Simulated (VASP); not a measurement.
# Zn (Zinc): cell size against the level of theory

Which functional gives the lattice of Zn (Zinc) as experiment finds it, and is a dearer one worth its cost? The levels: LDA, PBEsol, PBE, r2SCAN, PBE + D3(BJ), r2SCAN + rVV10, PBE + D4 and SCAN. LASPH is on for some levels and off for others; the table marks which. The start is a cell from a database of measured crystal structures.

Program: VASP 6.6.1. Level of theory: LDA; plane waves and PAW (Zn), in the first sound run; inputs show where later runs differ. Results are calculated unless marked as measured.

Report form: the programs' logs are mostly left out.

The database entry behind the starting cell differs from later determinations by our own check (about 0.3 % long), so it need not match the best structure at ambient conditions.

## Step 1: The structure

Before any relaxation, the start is as follows. The structure is hexagonal, space group P6_3/mmc (No. 194). Conventional cell: a = 2.670 Å, b = 2.670 Å, c = 4.966 Å, α = 90.00°, β = 90.00°, γ = 120.00°. Zn has 12 Zn at 2.67 to 2.92 Å nearest.

As a file:

```cif
data_structure
_symmetry_space_group_name_H-M 'P 1'
_symmetry_Int_Tables_number 1
_cell_length_a 2.6700
_cell_length_b 2.6700
_cell_length_c 4.9660
_cell_angle_alpha 90.000
_cell_angle_beta 90.000
_cell_angle_gamma 120.000
_cell_volume 30.66
loop_
_atom_site_label
_atom_site_type_symbol
_atom_site_fract_x
_atom_site_fract_y
_atom_site_fract_z
_atom_site_occupancy
Zn1 Zn 0.33333 0.66667 0.25000 1
Zn2 Zn 0.66667 0.33333 0.75000 1
```

## Step 2: Relaxation with LDA

Properties are meant for the cell that this level of theory prefers, so cell and atoms are relaxed first (ISIF = 3) until forces and stress are small; EDIFFG sets the threshold. LDA, the lowest rung, knows the local density alone.

Input file INCAR:

```
SYSTEM = Zn
PREC = Accurate
ENCUT = 520
EDIFF = 1E-06
NELM = 100
ISMEAR = -1
SIGMA = 0.05
LREAL = .FALSE.
ALGO = Normal
GGA = CA
NBANDS = 18
LORBIT = 11
LWAVE = .FALSE.
LCHARG = .FALSE.
KPAR = 2
IBRION = 2
NSW = 60
ISIF = 3
EDIFFG = -0.01
```

Input file POSCAR:

```
Zn
1.0
    2.6700000000      0.0000000000      0.0000000000
   -1.3350000000      2.3122878281      0.0000000000
    0.0000000000      0.0000000000      4.9660000000
Zn
2
Direct
    0.3333333333      0.6666666667      0.2500000000
    0.6666666667      0.3333333333      0.7500000000
```

Input file KPOINTS:

```
Automatic mesh
0
Gamma
10 10 5
0 0 0
```

PAW data sets: Zn (PBE family, release 64).

The run is started by

```bash
$ mpirun -np 2 vasp_std
```

It took 54 s on 2 MPI ranks of AMD EPYC 7R43, shared host; peak memory 0.23 GiB.

The k-mesh is coarse for a metal. The PAW data sets were made with PBE, though LDA sets exist; this is a small mismatch. After so large a change of volume the plane waves of the start cell no longer fit, so the final stress carries a basis-set error. The run keeps the 24 symmetry operations of its start, so it cannot find a distortion of lower symmetry.

Step by step:

| step | energy less that of the first step (eV) | largest force (eV/Å) | pressure (GPa) | volume (Å³) |
| --- | --- | --- | --- | --- |
| 1 | 0.0000 | 0.0000 | -8.76 | 30.66 |
| 2 | -0.0962 | 0.0000 | 1.13 | 27.09 |
| 3 | -0.0989 | 0.0000 | 0.09 | 27.46 |
| 4 | -0.0990 | 0.0000 | -0.18 | 27.55 |
| 5 | -0.1005 | 0.0000 | -0.10 | 27.46 |
| 6 | -0.1009 | 0.0000 | -0.08 | 27.39 |
| 7 | -0.1009 | 0.0000 | 0.11 | 27.38 |
| 8 | -0.1009 | 0.0000 | -0.07 | 27.39 |

| conventional cell, symmetrised | before | after | change |
| --- | --- | --- | --- |
| a (Å) | 2.670 | 2.571 | -3.7 % |
| b (Å) | 2.670 | 2.571 | -3.7 % |
| c (Å) | 4.966 | 4.785 | -3.7 % |
| volume (Å³/atom) | 15.33 | 13.69 | -10.7 % |

The relaxed structure:

```xyz
2
Lattice="2.5709 0.0000 0.0000 -1.2854 2.2265 0.0000 0.0000 0.0000 4.7847" Properties=species:S:1:pos:R:3 pbc="T T T"
Zn    0.0000    1.4843    1.1962
Zn    1.2854    0.7422    3.5885
```

This step gave:

* electrons: 24
* bands: 18
* irreducible k-points: 42
* symmetry operations: 24
* free energy (TOTEN): -3.803 eV
* energy at zero smearing: -3.801 eV
* Fermi energy: 3.351 eV
* pressure: -0.06908 GPa
* metallic, judged on the points sampled: yes
* SCF cycles over all ionic steps: 53

It ends with forces that vanish by symmetry and a pressure of -0.07 GPa. The volume lies -10.7 % from that of the database's start, part of which can be the thermal and zero-point expansion of its experiment. LDA is known to overbind. The conventional cell has a = 2.571 and c = 4.785 Å.

## Step 3: Relaxation with PBEsol

This step: PBEsol; plane waves and PAW (Zn) (VASP 6.6.1).

PBEsol restores the gradient expansion of exchange and is tuned for the cells of solids.

INCAR: that of step 2 with these lines changed.

```diff
@@ -9,3 +9,3 @@
 ALGO = Normal
-GGA = CA
+GGA = PS
 NBANDS = 18
```

POSCAR is that of step 2.

KPOINTS is that of step 2.

The run is started by

```bash
$ mpirun -np 2 vasp_std
```

It took 58 s on 2 MPI ranks; peak memory 0.23 GiB; 1.9 min of CPU time.

The PAW data sets were made with PBE, which is usual practice but a small mismatch for other functionals.

Step by step:

| step | energy less that of the first step (eV) | largest force (eV/Å) | pressure (GPa) | volume (Å³) |
| --- | --- | --- | --- | --- |
| 1 | 0.0000 | 0.0000 | -5.44 | 30.66 |
| 2 | -0.0371 | 0.0000 | 0.60 | 28.40 |
| 3 | -0.0378 | 0.0000 | -0.04 | 28.63 |
| 4 | -0.0378 | 0.0000 | -0.10 | 28.67 |
| 5 | -0.0384 | 0.0000 | -0.16 | 28.61 |
| 6 | -0.0386 | 0.0000 | -0.10 | 28.55 |
| 7 | -0.0386 | 0.0000 | -0.13 | 28.56 |
| 8 | -0.0386 | 0.0000 | 0.13 | 28.50 |
| 9 | -0.0386 | 0.0000 | 0.07 | 28.54 |

| conventional cell, symmetrised | before | after | change |
| --- | --- | --- | --- |
| a (Å) | 2.670 | 2.608 | -2.3 % |
| b (Å) | 2.670 | 2.608 | -2.3 % |
| c (Å) | 4.966 | 4.846 | -2.4 % |
| volume (Å³/atom) | 15.33 | 14.27 | -6.9 % |

Final coordinates:

```
Zn
1.0
     2.60788    0.00000    0.00000
    -1.30394    2.25849    0.00000
     0.00000    0.00000    4.84620
Zn
2
Direct
  0.33333 0.66667 0.25000
  0.66667 0.33333 0.75000
```

Numbers from this step:

| Quantity | Value |
| --- | --- |
| free energy (TOTEN) | -3.186 eV |
| energy at zero smearing | -3.185 eV |
| Fermi energy | 3.262 eV |
| pressure | 0.06871 GPa |
| SCF cycles over all ionic steps | 57 |

It ends at 14.27 Å³/atom, -6.9 % from the start, with 0.07 GPa left. The conventional cell has a = 2.608 and c = 4.846 Å.

## Step 4: Relaxation with PBE

This step: PBE; plane waves and PAW (Zn) (VASP 6.6.1).

PBE, the usual starting point, adds the gradient of the density.

INCAR: that of step 3 with these lines changed.

```diff
@@ -9,3 +9,3 @@
 ALGO = Normal
-GGA = PS
+GGA = PE
 NBANDS = 18
```

POSCAR is that of step 3.

KPOINTS is that of step 3.

The run is started by

```bash
$ mpirun -np 2 vasp_std
```

Elapsed: 32 s, on 2 MPI ranks; peak memory 0.24 GiB; 61 s of CPU time.

Relaxation path:

| step | energy less that of the first step (eV) | largest force (eV/Å) | pressure (GPa) | volume (Å³) |
| --- | --- | --- | --- | --- |
| 1 | 0.0000 | 0.0000 | -0.50 | 30.66 |
| 2 | -0.0007 | 0.0000 | 0.10 | 30.45 |
| 3 | -0.0007 | 0.0000 | 0.12 | 30.44 |
| 4 | -0.0007 | 0.0000 | -0.05 | 30.48 |

| conventional cell, symmetrised | before | after | change |
| --- | --- | --- | --- |
| a (Å) | 2.670 | 2.659 | -0.4 % |
| b (Å) | 2.670 | 2.659 | -0.4 % |
| c (Å) | 4.966 | 4.978 | +0.2 % |
| volume (Å³/atom) | 15.33 | 15.24 | -0.6 % |

Final coordinates:

```
Zn
1.0
     2.65906    0.00000    0.00000
    -1.32953    2.30281    0.00000
     0.00000    0.00000    4.97776
Zn
2
Direct
  0.33333 0.66667 0.25000
  0.66667 0.33333 0.75000
```

It ends at 15.24 Å³/atom, -0.6 % from the start, with -0.05 GPa left. The conventional cell has a = 2.659 and c = 4.978 Å.

## Step 5: Relaxation with r2SCAN

This step: r2SCAN; plane waves and PAW (Zn) (VASP 6.6.1).

r2SCAN adds the kinetic-energy density, costs more than a GGA and is run with LASPH.

INCAR: that of step 4 with these lines changed.

```diff
@@ -9,3 +9,4 @@
 ALGO = Normal
-GGA = PE
+METAGGA = R2SCAN
+LASPH = .TRUE.
 NBANDS = 18
```

POSCAR is that of step 4.

KPOINTS is that of step 4.

The run is started by

```bash
$ mpirun -np 2 vasp_std
```

The job ended after 4.9 min (2 MPI ranks; peak memory 0.25 GiB; 9.8 min of CPU time).

The steps of the relaxation:

| step | energy less that of the first step (eV) | largest force (eV/Å) | pressure (GPa) | volume (Å³) |
| --- | --- | --- | --- | --- |
| 1 | 0.0000 | 0.0000 | -4.57 | 30.66 |
| 2 | -0.0266 | 0.0000 | 0.96 | 28.76 |
| 3 | -0.0274 | 0.0000 | -0.09 | 29.04 |
| 4 | -0.0274 | 0.0000 | -0.17 | 29.07 |
| 5 | -0.0278 | 0.0000 | -0.05 | 29.00 |
| 6 | -0.0280 | 0.0000 | -0.01 | 28.97 |
| 7 | -0.0281 | 0.0000 | 0.08 | 28.90 |
| 8 | -0.0280 | 0.0000 | 0.04 | 28.94 |

| conventional cell, symmetrised | before | after | change |
| --- | --- | --- | --- |
| a (Å) | 2.670 | 2.617 | -2.0 % |
| b (Å) | 2.670 | 2.617 | -2.0 % |
| c (Å) | 4.966 | 4.879 | -1.7 % |
| volume (Å³/atom) | 15.33 | 14.47 | -5.6 % |

Final coordinates:

```xyz
2
Lattice="2.6169 0.0000 0.0000 -1.3085 2.2663 0.0000 0.0000 0.0000 4.8792" Properties=species:S:1:pos:R:3 pbc="T T T"
Zn    0.0000    1.5109    1.2198
Zn    1.3085    0.7554    3.6594
```

It ends at 14.47 Å³/atom, -5.6 % from the start, with 0.04 GPa left. The conventional cell has a = 2.617 and c = 4.879 Å.

## Step 6: Relaxation with PBE + D3(BJ)

This step: PBE with D3(BJ); plane waves and PAW (Zn) (VASP 6.6.1).

A dispersion term adds the long-range attraction that semilocal functionals lack. D3 with Becke-Johnson damping keeps a finite attraction at short range.

INCAR: that of step 5 with these lines changed.

```diff
@@ -9,4 +9,4 @@
 ALGO = Normal
-METAGGA = R2SCAN
-LASPH = .TRUE.
+GGA = PE
+IVDW = 12
 NBANDS = 18
```

POSCAR is that of step 5.

KPOINTS is that of step 5.

The run is started by

```bash
$ mpirun -np 2 vasp_std
```

Elapsed: 54 s, on 2 MPI ranks; peak memory 0.26 GiB; 1.8 min of CPU time.

Dispersion corrections of this kind ignore metallic screening and tend to overbind metals.

It ends at 14.36 Å³/atom, -6.3 % from the start, with -0.03 GPa left. The conventional cell has a = 2.616 and c = 4.846 Å. Against plain PBE, the dispersion term moves a by -1.6 % and c by -2.6 %.

## Step 7: Relaxation with r2SCAN + rVV10

This step: r2SCAN with rVV10; plane waves and PAW (Zn) (VASP 6.6.1).

LUSE_VDW switches on a nonlocal correlation term for dispersion.

INCAR: that of step 6 with these lines changed.

```diff
@@ -9,4 +9,8 @@
 ALGO = Normal
-GGA = PE
-IVDW = 12
+METAGGA = R2SCAN
+LUSE_VDW = .TRUE.
+IVDW_NL = 2
+BPARAM = 11.95
+CPARAM = 0.0093
+LASPH = .TRUE.
 NBANDS = 18
```

POSCAR is that of step 6.

KPOINTS is that of step 6.

The run is started by

```bash
$ mpirun -np 2 vasp_std
```

It took 5.9 min on 2 MPI ranks; peak memory 0.43 GiB.

It ends at 14.26 Å³/atom, -7.0 % from the start, with 0.05 GPa left. The conventional cell has a = 2.608 and c = 4.841 Å. Against plain r2SCAN, the dispersion term moves a by -0.3 % and c by -0.8 %.

## Step 8: Relaxation with PBE + D4

This step: PBE with D4; plane waves and PAW (Zn) (VASP 6.6.1).

D4 lets the coefficients depend on atomic charges too.

INCAR: that of step 7 with these lines changed.

```diff
@@ -9,8 +9,4 @@
 ALGO = Normal
-METAGGA = R2SCAN
-LUSE_VDW = .TRUE.
-IVDW_NL = 2
-BPARAM = 11.95
-CPARAM = 0.0093
-LASPH = .TRUE.
+GGA = PE
+IVDW = 13
 NBANDS = 18
```

POSCAR is that of step 7.

KPOINTS is that of step 7.

The run is started by

```bash
$ mpirun -np 2 vasp_std
```

Wall time 33 s (2 MPI ranks); peak memory 0.23 GiB; 64 s of CPU time.

It ends at 14.57 Å³/atom, -4.9 % from the start, with 0.03 GPa left. The conventional cell has a = 2.627 and c = 4.877 Å. Against plain PBE, the dispersion term moves a by -1.2 % and c by -2.0 %.

## Step 9: Relaxation with SCAN

This step: SCAN; plane waves and PAW (Zn) (VASP 6.6.1).

SCAN adds the kinetic-energy density; it is numerically more delicate than r2SCAN.

INCAR: that of step 8 with these lines changed.

```diff
@@ -9,4 +9,4 @@
 ALGO = Normal
-GGA = PE
-IVDW = 13
+METAGGA = SCAN
+LASPH = .TRUE.
 NBANDS = 18
```

POSCAR is that of step 8.

KPOINTS is that of step 8.

The run is started by

```bash
$ mpirun -np 2 vasp_std
```

It took 4.2 min on 2 MPI ranks; peak memory 0.25 GiB; 8.4 min of CPU time.

It ends at 14.09 Å³/atom, -8.1 % from the start, with 0.06 GPa left. The conventional cell has a = 2.588 and c = 4.859 Å.

## Step 10: The cells as a table

This step: relaxed cells at several levels; plane waves and PAW (VASP 6.6.1).

Derived from the runs above.

Lengths are those of the conventional cell; cost is the wall time of each run, as given at its step, times its ranks, without the set-up around it; LASPH differs between rows, which moves results and costs too. Results by level, by row:

| level | volume (Å³/atom) | change from the start (%) | a (Å) | c (Å) | cost (core minutes) | LASPH |
| --- | --- | --- | --- | --- | --- | --- |
| LDA | 13.69 | -10.7 | 2.571 | 4.785 | 1.8 | off |
| PBEsol | 14.27 | -6.9 | 2.608 | 4.846 | 1.93 | off |
| PBE | 15.24 | -0.6 | 2.659 | 4.978 | 1.07 | off |
| r2SCAN | 14.47 | -5.6 | 2.617 | 4.879 | 9.87 | on |
| PBE + D3(BJ) | 14.36 | -6.3 | 2.616 | 4.846 | 1.8 | off |
| r2SCAN + rVV10 | 14.26 | -7 | 2.608 | 4.841 | 11.9 | on |
| PBE + D4 | 14.57 | -4.9 | 2.627 | 4.877 | 1.1 | off |
| SCAN | 14.09 | -8.1 | 2.588 | 4.859 | 8.4 | on |

## Step 11: Results

```json
{
  "volume, LDA": "13.69 Å³/atom",
  "volume, PBEsol": "14.27 Å³/atom",
  "volume, PBE": "15.24 Å³/atom",
  "volume, r2SCAN": "14.47 Å³/atom",
  "volume, PBE + D3(BJ)": "14.36 Å³/atom",
  "volume, r2SCAN + rVV10": "14.26 Å³/atom",
  "volume, PBE + D4": "14.57 Å³/atom",
  "volume, SCAN": "14.09 Å³/atom"
}
```

For Zn (Zinc) the levels give volumes between 13.69 Å³/atom (LDA) and 15.24 Å³/atom (PBE), a spread of 11.3 %, while the cost of the finished runs spans a factor of 11. Against the volume of the start, a cell from experiment, PBE comes nearest (-0.6 %) and LDA lies farthest (-10.7 %); thermal expansion is in that cell alone. Within 2 % of it: PBE. The costs hold the number of ionic steps as well as the price of the functional. Against the listed lengths the levels give a from -3.7 % to -0.4 % and c from -3.7 % to +0.2 %. Adding D3(BJ) to PBE changes the volume by -5.8 % (a by -1.6 % and c by -2.6 %). Adding rVV10 to r2SCAN changes the volume by -1.4 % (a by -0.3 % and c by -0.8 %). Adding D4 to PBE changes the volume by -4.4 % (a by -1.2 % and c by -2.0 %). Pairwise corrections of the D and TS kind ignore the screening in a metal, so they may overbind here. Within 0.02 Å all end in space group P6_3/mmc; the runs can't lower the symmetry of the start. The k-sampling is coarse for a metal, so the Fermi level, pressures and the shape of the cell carry errors. LASPH is on for some levels and off for others, so differences between them are not the functional's alone. Each is a single relaxation on the plane waves of the start cell, so larger changes of volume carry a basis-set error that was not tested here. Zero-point and thermal expansion are not included.

[Lines on the potential files, build, host, timing and source positions are cut from VASP's logs without a mark.]

[Logs are printed without paths, hosts, clocks, repeated set-up lines and the standing remarks that a program may print on its own settings, such as how far it seeks lower states.]

[Hosts, paths, dates, database ids (printed as entryN), source tags and the programs' standing remarks are cut or masked in the printed files.]

[A measured line is paired with the nearest computed mode of its activity, which favours agreement.]

[In band tables of VASP the shares of atoms and orbitals are scaled to a sum of 1 inside the atoms' spheres.]
